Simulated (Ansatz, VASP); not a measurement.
## TaTeSe (2H-TaSeTe bilayer, AA) in two plane-wave programs

Wanted: the spread between two codes on one cell, functional and k mesh. Of the first pair: The structure shown is the start of the Ansatz relaxation below; VASP solves that cell, so the two are compared at the walk's first step.

Main program and level: Ansatz 0.2.0; plane waves, with VASP 6.6.1 beside it; single point at PBE with D4.

### Step 1. The structure

The cell holds 6 atoms: 2 Te, 2 Ta and 2 Se. Cell: a = 3.722 Å, b = 3.722 Å, c = 52.215 Å, α = 90.0°, β = 90.0°, γ = 120.0°. Vacuum lies along c.

### Step 2. Ansatz: relaxation, PBE with D4

Ansatz runs on its default PAW (the set named soft_2) files.

The two programs are compared at the cell with which this relaxation starts, whose forces are those of its first step.

input.yaml

```yaml
crystal:
  lattice:
    - [3.72226, 0.0, 0.0]
    - [-1.86113, 3.2235717195, 0.0]
    - [0.0, 0.0, 52.2148837049]
  atoms:
    - { symbol: Te, position: [0.3333333333, 0.6666666667, 0.3983538509] }
    - { symbol: Ta, position: [0.0, 0.0, 0.4364963425], spin: 1.0 }
    - { symbol: Se, position: [0.3333333333, 0.6666666667, 0.4693573961] }
    - { symbol: Te, position: [0.3333333333, 0.6666666667, 0.5306426039] }
    - { symbol: Ta, position: [0.0, 0.0, 0.5687850954], spin: -1.0 }
    - { symbol: Se, position: [0.3333333333, 0.6666666667, 0.6016461491] }
  periodic: [true, true, false]
magnetization:
  spin_polarized: true
kpoints:
  mp_grid: { grid: [12, 12, 1] }
hamiltonian:
  xc: pbe
  dispersion: d4
scf:
  occupations: { method: fermi_dirac, width: 0.05 }
  convergence: { dr2_threshold: 1.0e-09 }
relax:
  f_tol: 0.004
  max_steps: 90
  cell: {}
output:
  write_potential: true
  write_density: true
  volumetric_format: npy
```

Started as:

```sh
$ ansatz run input.yaml --threads 4 --pin off --max-ram 12288MiB --backend cpu --events-out ev --progress --plain --runs-dir out
```

Numbers of over 12 decimals in the logs are rounded to 6 here.

Log:

```text
Warning: relax.cell: scf.convergence.dr2_threshold = 1e-9 eV is looser than the 1.41185297055e-10 eV advised for a relaxation that steers and ends on the stress (1e-10 eV for each atom of the cell: 6, times the square of relax.cell.stress_2d_tol = 0.05 N/m over 20.6 Å (the atoms' height at the walk's start and 5 Å past either face), 2.425e-2 GPa, over a crystal's default 0.05). What an SCF threshold leaves in a stress goes as its square root, and in the free energy as the threshold itself, and one threshold admits the most on a small cell: [figures from the program's tests cut] Set scf.convergence.dr2_threshold to 1.41185297055e-10 eV or tighter. [rest of the remark cut]
Engine: ansatz 0.2.0, aarch64-unknown-linux-gnu
Pseudopotentials: kind: paw
Pseudopotential: Te, paw, valence charge 16, recommended cutoff 420 eV (normal), Te.paw.azcp
Pseudopotential: Ta, paw, valence charge 13, recommended cutoff 420 eV (normal), Ta.paw.azcp
Pseudopotential: Se, paw, valence charge 16, recommended cutoff 420 eV (normal), Se.paw.azcp
Functional definition: PBE
  parameter kappa = 0.804
  parameter beta = 0.066725
  exchange = pbe_x(kappa = kappa, mu = beta*pi^2/3)
  correlation = pbe_c(beta = beta)
Crystal: 6 atoms, lattice volume = 626.525 Å³
Basis set: ecut = 420 eV, 12319 PW (Γ), exchange–correlation on 50×50×720 points (8 copies of the dense FFT grid, shifted against one another)
Bands: 56, of which v1, the nominal top of the filled ones, is band 45 counted from 1 (44 counted from 0)
Symmetry: 6 space group operations
Space group: P3m1 (ITA 156), of the structure as read, at distance tolerance 8.6e-5 Å
Magnetic group: BNS 156.49 (UNI 1279), of the structure as read, at distance tolerance 8.6e-5 Å
k-points: 19 of 144 (time reversal used)
Non-local potential: Te, projectors of the file, l = 0: 2, l = 1: 2, l = 2: 2, l = 3: 2
Non-local potential: Ta, projectors of the file, l = 0: 3, l = 1: 2, l = 2: 2, l = 3: 1
Non-local potential: Se, projectors of the file, l = 0: 2, l = 1: 2, l = 2: 3, l = 3: 1
PAW form: soft (Blöchl's): semilocal exchange-correlation on the pseudo side does not see the compensation charge
PAW one-centre angular grid: Te, 590 points (default); XC on 64 Gauss nodes
PAW one-centre angular grid: Ta, 590 points (default); XC on 64 Gauss nodes
PAW one-centre angular grid: Se, 590 points (default); XC on 64 Gauss nodes
Initial density: superposition of atomic densities (neutral atoms: chi_scale 0, normalization atom)
Starting moments: Σ|m| = 2 μB on 2 of 6 sites
Starting magnetic order: compensated ferrimagnet; no operation exchanges its spin sublattices
Initial wavefunctions: pseudopotential atomic-orbital guess
Functional: x = pbe(κ = 0.804, μ = 0.219515), c = pbe(β = 0.066725)
iter 1 solved again at ethr=3.07e-3 eV; its pass at ethr=3.10e-3 eV (dr2=2.76e0 eV) is discarded
SCF iter   1: F=—  HF=-44767.475076 eV  |F-HF|=—  |Δ(HF+E_count)|=         —  Δρ=8.39e-3 (↑8.39e-3 ↓8.32e-3)  dr2=2.77e0  dr2_m=4.22e-2  M=-0.018 μB ∫|m|=1.694 μB  β_m=0.30  ethr=3.07e-3  ⟨swp⟩=1.9  Hψ=13574  notcnv=0
Mixer restart at iter 1: flushing history
preconditioner: auto → LDOS  [metal: Δε(μ)=0.048 eV  Ē_g=7.694 eV  σ=0.050 eV  W_gap=0.23  n_scr=62 (ndim 8)  ℏωp=8.7 eV  f_vac=0.721  D(μ)=3.31/eV (n_scr^D=16)]
spin=Collinear: LDOS preconditioning applied to the charge; magnetization (m = ρ↑ − ρ↓) channel mixes plain (no charge-response kernel on spin).
SCF iter   2: F=—  HF=-44767.028700 eV  |F-HF|=—  |Δ(HF+E_count)|=   4.46e-1  Δρ=5.90e-3 (↑5.90e-3 ↓5.79e-3)  dr2=1.09e0  dr2_m=2.24e-2  M=-0.026 μB ∫|m|=1.663 μB  β_m=0.54  ethr=3.07e-3  ⟨swp⟩=2.8  Hψ=2981  notcnv=0
SCF iter   3: F=—  HF=-44766.874531 eV  |F-HF|=—  |Δ(HF+E_count)|=   1.54e-1  Δρ=1.63e-3 (↑1.63e-3 ↓1.60e-3)  dr2=3.45e-2  dr2_m=2.29e-3  M=-0.048 μB ∫|m|=1.547 μB  β_m=0.66  ethr=1.21e-3  ⟨swp⟩=4.7  Hψ=4328  notcnv=0  defer=8
SCF iter   4: F=—  HF=-44766.894948 eV  |F-HF|=—  |Δ(HF+E_count)|=         —  Δρ=9.42e-4 (↑9.42e-4 ↓8.70e-4)  dr2=1.00e-2  dr2_m=3.66e-3  M=-0.077 μB ∫|m|=1.331 μB  β_m=0.66  ethr=3.83e-5  ⟨swp⟩=3.6  Hψ=5230  notcnv=0  defer=83
SCF iter   5: F=—  HF=-44766.895765 eV  |F-HF|=—  |Δ(HF+E_count)|=   8.18e-4  Δρ=4.65e-4 (↑3.92e-4 ↓4.65e-4)  dr2=2.18e-3  dr2_m=9.84e-4  M=-0.092 μB ∫|m|=1.270 μB  β_m=0.82  ethr=1.11e-5  ⟨swp⟩=2.7  Hψ=3412  notcnv=0  defer=83
[...]
the starting moments were not kept: the SCF closed with an absolute magnetisation of 1.2e-4 μB, where they sum to 2 μB in size (2 sites). That is at most 0.1 of that sum.
SCF 7 converged in 5 iterations: F = -44767.914993 eV  dr2 = 9.03e-11
relax step   7: F+E_penalty+E_count = -44767.91499341 eV  Δ(F+E_penalty+E_count) = +1.990e-3 eV  max|allowed force component| = 2.436e-4 eV/Å  Δτ_max = 0.0000 Å  P = -0.015 N/m  Ω = 569.663 Å³  fix = [c, alpha, beta]  reactions: c -0.000 N/m  stress off target by 1.49e-2 N/m on what of the cell is left free  SCF on the basis re-selected at this cell (its energy is not comparable with the rows above)  (5 SCF iters)
basis re-selected at this cell: Δ(F+E_penalty+E_count) = +1.990e-3 eV, ΔP = -0.014 N/m vs the last step (what re-selecting the basis moved, of the pressure what is left beyond the Pulay correction that the steps carried, after the strain that the cell walked since its last selection, with what the two solves' SCF thresholds leave and, on support functions, any second-order correction that the steps lacked; it is no measure of the basis error at this ecutwfc). The dense FFT grid was sized anew with the basis: this SCF ran on 24×24×360 points, the steps before it on 25×25×360, so part of this shift can come from that change (see relax.cell in the input reference). [rest of the remark cut]
WARN: The output density's exchange-correlation potential varies sharply where the density is thin. Do not read a vacuum level from v_tot or v_xc, or from such a field of the output density. On a cell that repeats whose density bears no net charge and no dipole along the vacuum's axis use v_es (v_loc + v_h of the components); under efield.dipole_correction with no amplitude use v_es + v_field, which holds any externa [...]
SCF converged after 5 iterations
Magnetization: -0.0001 μB (45.0000 up, 45.0000 down)
Absolute magnetization: 0.0001 μB (∫|ρ↑−ρ↓|, with the PAW one-centre terms)
Spin contamination: 0.0000 ħ² per cell (⟨S²⟩ above its minimum at these occupations)
Per-site moments (μB) at R_I (Å): [(1.0177766920996631e-6, 1.156576), (1.4174517653285129e-5, 1.069988), (1.3016347380284914e-6, 1.069988), (-2.9814479729626973e-6, 1.155011), (-4.2225470945404374e-5, 1.072036), (-4.513455606758592e-6, 1.072036)]
Free energy (F): -44767.914993 eV
Harris-Foulkes:  -44767.914993 eV  (|F-HF|=1.63e-9)
Internal energy: -44767.863693 eV  (E = F + TS)
E sigma→0 (E₀):  -44767.889343 eV
Entropy (-TS):   -0.051300 eV (-8.550 meV/atom)
Fermi energy:    -5.007470 eV
--- Per-component energies (eV) ---
  E_band       = -2977.867629
  E_kinetic    = 1332.195337
  E_local      = -582773.512945  (includes V_loc(G=0)·N_el)
  E_nonlocal   = -1783.217664
  E_hartree    = 290804.802110
  E_xc         = -895.009870
  E_vxc        = -814.192022  (∫ρ·V_xc dr)
  E_paw        = -29940.919145  (= ΣΔE_a)
  E_vpaw       = -548.741733  (= ΣTr[D̂ρ^β])
  E_aug_tail   = -0.001209  (compensation charges beyond the density's cutoff)
  E_ewald      = 278489.817098
  E_disp       = -2.017406  (pairwise vdW)
  E_smearing   = -0.051300  (= −TS)
  E_closure    = -0.000000  (closes the sum)
  Σ components = -44767.914993   (vs F -44767.914993, Δ=0.00e0)
--- Forces (eV/Å), atoms counted from 1 ---
  atom   1  Te     0.00000000    -0.00000000     0.00020002
  atom   2  Ta    -0.00000000    -0.00000000    -0.00009066
  atom   3  Se     0.00000000    -0.00000000    -0.00009365
  atom   4  Te     0.00000000    -0.00000000     0.00014708
  atom   5  Ta    -0.00000000    -0.00000000     0.00008156
  atom   6  Se     0.00000000    -0.00000000    -0.00024347
  max |Σ_I F_I| component: 8.77e-7 eV/Å
--- 2D stress c σ (N/m, compression-positive) ---
       -0.014904       0.000000      -0.000000
        0.000000      -0.014904      -0.000000
       -0.000000      -0.000000      -0.000000
  P = ½ c Tr σ = -0.0149 N/m
--- Band table (eV; the first three rows and the last of 38) ---
  k-point 0 ↑: bands = [... 41 lower, -5.4399, -5.4196, -5.4196, -4.5836, -4.1851, -1.9894, -1.9894, -1.9515, ... 7 higher]
  k-point 1 ↑: bands = [... 41 lower, -5.5997, -5.5551, -5.5327, -4.6099, -4.2832, -2.2155, -2.1222, -1.9774, ... 7 higher]
  k-point 2 ↑: bands = [... 41 lower, -5.9053, -5.7588, -5.7319, -4.8088, -4.6190, -2.7160, -2.4873, -2.1577, ... 7 higher]
  k-point 18 ↓: bands = [... 41 lower, -7.8795, -6.9033, -6.3852, -4.5495, -4.4831, -3.1505, -3.1370, -2.1228, ... 7 higher]
  the weakly bound empty levels are not read free of the cell's end (no_gap_told)
--- Relaxed structure (6 steps of the walk, 6 accepted, 1 SCFs on fresh bases) ---
  F+E_penalty+E_count = -44767.91499341 eV   max|allowed force component| = 2.436e-4 eV/Å   (the final SCF, on the basis selected at the relaxed cell)
  cell:  # Å, volume = 569.6632 Å³
    - [3.549332, -6.39962735301874e-18, 0]
    - [-1.774666, 3.073812, 0]
    - [0, 0, 52.2148837049]
  atoms:
    - { symbol: Te, position: [0.333333, 0.666667, 0.397267] }
    - { symbol: Ta, position: [-1.3388836226673818e-18, -2.878355989888597e-17, 0.433917] }
    - { symbol: Se, position: [0.333333, 0.666667, 0.464374] }
    - { symbol: Te, position: [0.333333, 0.666667, 0.535341] }
    - { symbol: Ta, position: [1.6090574105951304e-18, -2.878355989888598e-17, 0.571885] }
    - { symbol: Se, position: [0.333333, 0.666667, 0.602497] }
```

(Part 1 of 2 ends here.)

[Lines on the potential files, build, host, timing and source positions are cut from VASP's logs without a mark.]

[Logs are printed without paths, hosts, clocks, repeated set-up lines and the standing remarks that a program may print on its own settings, such as how far it seeks lower states.]

[Hosts, paths, dates, database ids (printed as entryN), source tags and the programs' standing remarks are cut or masked in the printed files.]
